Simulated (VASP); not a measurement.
# PbF2 (Fluorocronite): the relaxed cell at several levels, part 2 of 3

Aim: relax PbF2 (Fluorocronite) at several levels and hold each cell against experiment. LASPH is on for some levels and off for others; the table marks which. The start is a cell from a database of measured crystal structures.

VASP 6.6.1, plane waves and PAW; the level of theory is named at each step.

So far. Step 2 (Relaxation with PBE): It ends with forces that vanish by symmetry and a pressure of 0.01 GPa. The volume lies +3.3 % from that of the database's start. The conventional cell has a = 5.996 Å.

The database entry behind the starting cell differs from later determinations by our own check (about 0.2 % short, mineral), so it need not match the best structure at ambient conditions.

## (3) Relaxation with LDA

This step: LDA; plane waves and PAW (Pb_d, F) (VASP 6.6.1).

LDA, the lowest rung, knows the local density alone.

INCAR

```
SYSTEM = PbF2
PREC = Accurate
ENCUT = 560
EDIFF = 1E-06
NELM = 100
ISMEAR = -1
SIGMA = 0.05
LREAL = .FALSE.
ALGO = Normal
GGA = CA
NBANDS = 20
LORBIT = 11
LWAVE = .FALSE.
LCHARG = .FALSE.
KPAR = 2
IBRION = 2
NSW = 60
ISIF = 3
EDIFFG = -0.01
```

POSCAR

```
PbF2
1.0
    0.0000000000      2.9653000000      2.9653000000
    2.9653000000      0.0000000000      2.9653000000
    2.9653000000      2.9653000000      0.0000000000
Pb F
1 2
Direct
    0.0000000000      0.0000000000      0.0000000000
    0.2500000000      0.2500000000      0.2500000000
    0.7500000000      0.7500000000      0.7500000000
```

KPOINTS

```
Automatic mesh
0
Gamma
8 8 8
0 0 0
```

The projector-augmented-wave data sets are Pb_d and F (PBE family, release 64).

On the command line:

```console
mpirun -np 2 vasp_std
```

The program printed:

```text
[banner, memory and clock lines left out]
running    2 mpi-ranks, on    1 nodes
 distrk:  each k-point on    1 cores,    2 groups
 distr:  one band on    1 cores,    1 groups

 POSCAR found type information on POSCAR PbF
 POSCAR found :  2 types and       3 ions
|                                                                             |
|               ----> ADVICE to this user running VASP <----                  |
|                                                                             |
|     You enforced a specific xc type in the INCAR file but a different       |
|     [... a line on the potential file left out ...]
|     I HOPE YOU KNOW WHAT YOU ARE DOING!                                     |
|                                                                             |

 LDA part: xc-table for (Slater(with rela. corr.)+CA(PZ))
 , standard interpolation
 POSCAR, INCAR and KPOINTS ok, starting setup
 FFT: planning ... GRIDC
 FFT: planning ... GRID_SOFT
 FFT: planning ... GRID
 WAVECAR not read
 entering main loop
       N       E                     dE             d eps       ncg     rms          rms(c)
DAV:   1     0.309490383062E+03    0.30949E+03   -0.15362E+04  1160   0.167E+03
DAV:   2     0.111392021171E+02   -0.29835E+03   -0.28266E+03  1244   0.454E+02
DAV:   3    -0.167829869923E+02   -0.27922E+02   -0.27498E+02  1352   0.146E+02
DAV:   4    -0.176203195156E+02   -0.83733E+00   -0.83648E+00  1324   0.265E+01
DAV:   5    -0.176478973423E+02   -0.27578E-01   -0.27575E-01  1456   0.507E+00    0.685E+00
DAV:   6    -0.160921559782E+02    0.15557E+01   -0.75361E+00  1588   0.235E+01    0.268E+00
DAV:   7    -0.160494497323E+02    0.42706E-01   -0.40080E-01  1188   0.405E+00    0.145E+00
DAV:   8    -0.160185264143E+02    0.30923E-01   -0.92412E-02  1564   0.292E+00    0.407E-01
DAV:   9    -0.160167403998E+02    0.17860E-02   -0.16023E-02  1376   0.857E-01    0.974E-02
DAV:  10    -0.160170224755E+02   -0.28208E-03   -0.19668E-03  1296   0.594E-01    0.488E-02
DAV:  11    -0.160169446475E+02    0.77828E-04   -0.32088E-04  1548   0.242E-01    0.185E-02
DAV:  12    -0.160169440069E+02    0.64063E-06   -0.31857E-05  1272   0.521E-02    0.515E-03
DAV:  13    -0.160169444283E+02   -0.42146E-06   -0.24779E-06  1224   0.132E-02
   1 F= -.16016944E+02 E0= -.16016944E+02  d E =-.160169E+02
 curvature:   0.00 expect dE= 0.000E+00 dE for cont linesearch  0.000E+00
 trial: gam= 0.00000 g(F)=  0.173E-47 g(S)=  0.103E+00 ort = 0.000E+00 (trialstep = 0.100E+01)
 search vector abs. value=  0.103E+00
 bond charge predicted
       N       E                     dE             d eps       ncg     rms          rms(c)
DAV:   1    -0.178070165222E+02   -0.17901E+01   -0.40004E+01  1500   0.837E+01    0.956E+00
DAV:   2    -0.162178036604E+02    0.15892E+01   -0.71351E+00  1316   0.265E+01    0.204E+00
DAV:   3    -0.160779593075E+02    0.13984E+00   -0.41813E-01  1520   0.106E+01    0.866E-01
DAV:   4    -0.160600034556E+02    0.17956E-01   -0.10112E-01  1424   0.476E+00    0.318E-01
DAV:   5    -0.160610981099E+02   -0.10947E-02   -0.18011E-02  1300   0.150E+00    0.231E-01
DAV:   6    -0.160598718177E+02    0.12263E-02   -0.49305E-03  1632   0.809E-01    0.341E-02
DAV:   7    -0.160598728976E+02   -0.10799E-05   -0.37265E-04  1372   0.193E-01    0.858E-03
DAV:   8    -0.160598722976E+02    0.59999E-06   -0.13196E-05  1372   0.434E-02    0.519E-03
DAV:   9    -0.160598719921E+02    0.30553E-06   -0.16020E-06   812   0.206E-02
   2 F= -.16059872E+02 E0= -.16059872E+02  d E =-.429276E-01
 trial-energy change:   -0.042928  1 .order   -0.040157   -0.103288    0.022974
 step:   0.8361(harm=  0.8180)  dis= 0.00000  next Energy=   -16.061743 (dE=-0.448E-01)
 bond charge predicted
       N       E                     dE             d eps       ncg     rms          rms(c)
DAV:   1    -0.161082277402E+02   -0.48355E-01   -0.11275E+00  1496   0.151E+01    0.154E+00
DAV:   2    -0.160660909723E+02    0.42137E-01   -0.18201E-01  1312   0.433E+00    0.323E-01
DAV:   3    -0.160624118768E+02    0.36791E-02   -0.10110E-02  1500   0.165E+00    0.138E-01
DAV:   4    -0.160618875893E+02    0.52429E-03   -0.27524E-03  1424   0.784E-01    0.470E-02
DAV:   5    -0.160618955309E+02   -0.79416E-05   -0.30432E-04  1324   0.215E-01    0.221E-02
DAV:   6    -0.160618802011E+02    0.15330E-04   -0.63529E-05  1556   0.109E-01    0.499E-03
DAV:   7    -0.160618800015E+02    0.19951E-06   -0.50984E-06  1364   0.208E-02
   3 F= -.16061880E+02 E0= -.16061880E+02  d E =-.449356E-01
 curvature:  -0.41 expect dE=-0.600E-06 dE for cont linesearch -0.600E-06
 trial: gam= 0.00000 g(F)=  0.906E-50 g(S)=  0.148E-05 ort =-0.391E-03 (trialstep = 0.967E+00)
 search vector abs. value=  0.148E-05
 reached required accuracy - stopping structural energy minimisation
```

Elapsed: 42 s, on 2 MPI ranks of AMD EPYC 7R43, shared host; peak memory 0.31 GiB; 83 s of CPU time.

Parts of OUTCAR (step 3):

```text
The static configuration has the point symmetry O_h .

 Found     29 irreducible k-points:

   NELECT =      28.0000    total number of electrons

 E-fermi :   3.3695

 k-point     1 :       0.0000    0.0000    0.0000
  band No.  band energies     occupation
    ...
     10      -0.6773      2.00000
     11      -0.6773      2.00000
     12      -0.1702      2.00000
     13      -0.1702      2.00000
     14      -0.1702      2.00000
     15       8.8237      0.00000
     16       8.8237      0.00000
     17       8.8237      0.00000
     18      12.5975      0.00000
     19      17.1673      0.00000
    ...

 k-point     2 :       0.1250    0.0000    0.0000
  band No.  band energies     occupation
    ...
     10      -0.7198      2.00000
     11      -0.7198      2.00000
     12      -0.1938      2.00000
     13      -0.1938      2.00000
     14       0.3423      2.00000
     15       8.2417      0.00000
     16       8.9738      0.00000
     17       8.9738      0.00000
     18      13.5814      0.00000
     19      16.7338      0.00000
    ...

  Total        0.0055393      0.0055393      0.0055393     -0.0000000      0.0000000      0.0000000
  in kB        0.1806402      0.1806402      0.1806402     -0.0000000      0.0000000      0.0000000
  external PRESSURE =       0.1806402 kB  Pullay stress =       0.0000000 kB

  energy-cutoff  :      560.00
  volume of cell :       49.13
      direct lattice vectors                 reciprocal lattice vectors
    -0.000000000  2.906963387  2.906963387    -0.172000790  0.172000790  0.172000790
     2.906963387 -0.000000000  2.906963387     0.172000790 -0.172000790  0.172000790
     2.906963387  2.906963387  0.000000000     0.172000790  0.172000790 -0.172000790

 POSITION                                       TOTAL-FORCE (eV/Angst)
 -----------------------------------------------------------------------------------
      0.00000      0.00000      0.00000        -0.000000     -0.000000     -0.000000
      1.45348      1.45348      1.45348         0.000000      0.000000     -0.000000
      4.36045      4.36045      4.36045        -0.000000     -0.000000      0.000000
 -----------------------------------------------------------------------------------
    total drift:                                0.000000     -0.000000      0.000000

  FREE ENERGIE OF THE ION-ELECTRON SYSTEM (eV)
  ---------------------------------------------------
  free  energy   TOTEN  =       -16.0618800015 eV

  energy  without entropy=      -16.0618800015  energy(sigma->0) =      -16.06188000

 total charge
# of ion       s       p       d       tot
------------------------------------------
    1        1.539   0.318   9.872  11.728
    2        1.730   4.307   0.000   6.037
    3        1.730   4.307   0.000   6.037
--------------------------------------------------
tot          4.999   8.932   9.872  23.803

[... 8 parts as in an earlier step ...]

[... 5 further parts left out ...]
```

CONTCAR:

```
PbF2
   1.00000000000000
    -0.0000000000000000    2.9069633868521656    2.9069633868521656
     2.9069633868521656   -0.0000000000000000    2.9069633868521656
     2.9069633868521656    2.9069633868521656    0.0000000000000000
  Pb              F
     1     2
Direct
     0.0000000000000000    0.0000000000000000    0.0000000000000000
     0.2500000000000000    0.2500000000000000    0.2500000000000000
     0.7500000000000000    0.7500000000000000    0.7500000000000000
```

The PAW data sets were made with PBE, though LDA sets exist; this is a small mismatch.

The steps of the relaxation:

| step | energy less that of the first step (eV) | largest force (eV/Å) | pressure (GPa) | volume (Å³) |
| --- | --- | --- | --- | --- |
| 1 | 0.0000 | 0.0000 | -4.50 | 52.15 |
| 2 | -0.0429 | 0.0000 | 1.07 | 48.55 |
| 3 | -0.0449 | 0.0000 | 0.02 | 49.13 |

| conventional cell, symmetrised | before | after | change |
| --- | --- | --- | --- |
| a (Å) | 5.931 | 5.814 | -2.0 % |
| b (Å) | 5.931 | 5.814 | -2.0 % |
| c (Å) | 5.931 | 5.814 | -2.0 % |
| volume (Å³/atom) | 17.38 | 16.38 | -5.8 % |

The relaxed structure:

```cif
data_structure
_symmetry_space_group_name_H-M 'P 1'
_symmetry_Int_Tables_number 1
_cell_length_a 4.1111
_cell_length_b 4.1111
_cell_length_c 4.1111
_cell_angle_alpha 60.000
_cell_angle_beta 60.000
_cell_angle_gamma 60.000
_cell_volume 49.13
loop_
_atom_site_label
_atom_site_type_symbol
_atom_site_fract_x
_atom_site_fract_y
_atom_site_fract_z
_atom_site_occupancy
Pb1 Pb 0.00000 0.00000 0.00000 1
F2 F 0.25000 0.25000 0.25000 1
F3 F 0.75000 0.75000 0.75000 1
```

Numbers from this step:

```
free energy (TOTEN)            : -16.06 eV
Fermi energy                   : 3.369 eV
pressure                       : 0.01806 GPa
gap on the k-mesh              : 4.209 eV
least direct gap on the k-mesh : 4.375 eV
```

It ends at 16.38 Å³/atom, -5.8 % from the start, with 0.02 GPa left. The conventional cell has a = 5.814 Å.

## (4) Relaxation with r2SCAN

This step: r2SCAN; plane waves and PAW (Pb_d, F) (VASP 6.6.1).

r2SCAN adds the kinetic-energy density, costs more than a GGA and is run with LASPH.

INCAR, as its differences from that of step 3:

```diff
@@ -9,3 +9,4 @@
 ALGO = Normal
-GGA = CA
+METAGGA = R2SCAN
+LASPH = .TRUE.
 NBANDS = 20
```

POSCAR is that of step 3.

KPOINTS is that of step 3.

On the command line:

```console
mpirun -np 2 vasp_std
```

The program printed:

```text
[banner, memory and clock lines left out]
running    2 mpi-ranks, on    1 nodes
[...]
[... a notice as in an earlier step ...]

 LDA part: xc-table for (None), standard interpolation
 POSCAR, INCAR and KPOINTS ok, starting setup
[...]
entering main loop
       N       E                     dE             d eps       ncg     rms          rms(c)
DAV:   1     0.257546306988E+03    0.25755E+03   -0.15680E+04  1160   0.170E+03
DAV:   2    -0.511162136962E+02   -0.30866E+03   -0.29267E+03  1252   0.467E+02
DAV:   3    -0.793361315369E+02   -0.28220E+02   -0.27815E+02  1352   0.149E+02
DAV:   4    -0.801768072703E+02   -0.84068E+00   -0.83987E+00  1328   0.268E+01
[...]
DAV:  14    -0.701636230283E+02    0.16702E-05   -0.71297E-06  1300   0.232E-02    0.917E-03
DAV:  15    -0.701636216179E+02    0.14104E-05   -0.56971E-06  1128   0.203E-02    0.140E-03
DAV:  16    -0.701636216211E+02   -0.31805E-08   -0.60417E-07   660   0.632E-03
   1 F= -.70163622E+02 E0= -.70163622E+02  d E =-.701636E+02
[...]
N       E                     dE             d eps       ncg     rms          rms(c)
DAV:   1    -0.701774305237E+02   -0.13809E-01   -0.34043E-01  1504   0.811E+00    0.828E-01
DAV:   2    -0.701651127436E+02    0.12318E-01   -0.47962E-02  1288   0.226E+00    0.179E-01
DAV:   3    -0.701641312334E+02    0.98151E-03   -0.24648E-03  1376   0.790E-01    0.694E-02
DAV:   4    -0.701639950667E+02    0.13617E-03   -0.85140E-04  1560   0.436E-01    0.254E-02
DAV:   5    -0.701640013065E+02   -0.62398E-05   -0.76280E-05  1308   0.108E-01    0.942E-03
DAV:   6    -0.701640005811E+02    0.72542E-06   -0.13027E-05  1424   0.479E-02    0.323E-03
DAV:   7    -0.701640002150E+02    0.36609E-06   -0.12270E-06   816   0.124E-02
   2 F= -.70164000E+02 E0= -.70164000E+02  d E =-.378594E-03
 trial-energy change:   -0.000379  1 .order   -0.000356   -0.000870    0.000158
 step:   0.8620(harm=  0.8463)  dis= 0.00000  next Energy=   -70.164011 (dE=-0.389E-03)
 reached required accuracy - stopping structural energy minimisation
```

Run time: 2.8 min. Hardware: 2 MPI ranks; peak memory 0.36 GiB.

OUTCAR, selected parts (step 4):

```text
  Total        0.0243846      0.0243846      0.0243846     -0.0000000      0.0000000     -0.0000000
  in kB        0.7540608      0.7540608      0.7540608     -0.0000000      0.0000000     -0.0000000
  external PRESSURE =       0.7540608 kB  Pullay stress =       0.0000000 kB

 POSITION                                       TOTAL-FORCE (eV/Angst)
 -----------------------------------------------------------------------------------
      0.00000      2.95890      2.95890        -0.000000     -0.000000     -0.000000
      1.47945      1.47945      1.47945         0.000000     -0.000000      0.000000
      4.43835      4.43835      4.43835        -0.000000      0.000000     -0.000000
 -----------------------------------------------------------------------------------
    total drift:                               -0.000000     -0.000000      0.000000

  FREE ENERGIE OF THE ION-ELECTRON SYSTEM (eV)
  ---------------------------------------------------
  free  energy   TOTEN  =       -70.1640002150 eV

  energy  without entropy=      -70.1640002149  energy(sigma->0) =      -70.16400021

[... 2 parts as in an earlier step ...]

[... 2 further parts left out ...]
[key lines of the parts left out:]
E-fermi :   2.6952
```

The PAW data sets were made with PBE, which is usual practice but a small mismatch for other functionals.

Relaxation path:

| step | energy less that of the first step (eV) | largest force (eV/Å) | pressure (GPa) | volume (Å³) |
| --- | --- | --- | --- | --- |
| 1 | 0.0000 | 0.0000 | -0.41 | 52.15 |
| 2 | -0.0004 | 0.0000 | 0.08 | 51.81 |

| conventional cell, symmetrised | before | after | change |
| --- | --- | --- | --- |
| a (Å) | 5.931 | 5.918 | -0.2 % |
| b (Å) | 5.931 | 5.918 | -0.2 % |
| c (Å) | 5.931 | 5.918 | -0.2 % |
| volume (Å³/atom) | 17.38 | 17.27 | -0.6 % |

Final coordinates:

```xyz
3
Lattice="0.0000 2.9589 2.9589 2.9589 0.0000 2.9589 2.9589 2.9589 0.0000" Properties=species:S:1:pos:R:3 pbc="T T T"
Pb    0.0000    0.0000    0.0000
F     1.4794    1.4794    1.4794
F     4.4383    4.4383    4.4383
```

It ends at 17.27 Å³/atom, -0.6 % from the start, with 0.08 GPa left. The conventional cell has a = 5.918 Å.

(Continued in part 3 of 3.)

[Lines on the potential files, build, host, timing and source positions are cut from VASP's logs without a mark.]

[Logs are printed without paths, hosts, clocks, repeated set-up lines and the standing remarks that a program may print on its own settings, such as how far it seeks lower states.]

[Hosts, paths, dates, database ids (printed as entryN), source tags and the programs' standing remarks are cut or masked in the printed files.]

[A measured line is paired with the nearest computed mode of its activity, which favours agreement.]

[In band tables of VASP the shares of atoms and orbitals are scaled to a sum of 1 inside the atoms' spheres.]
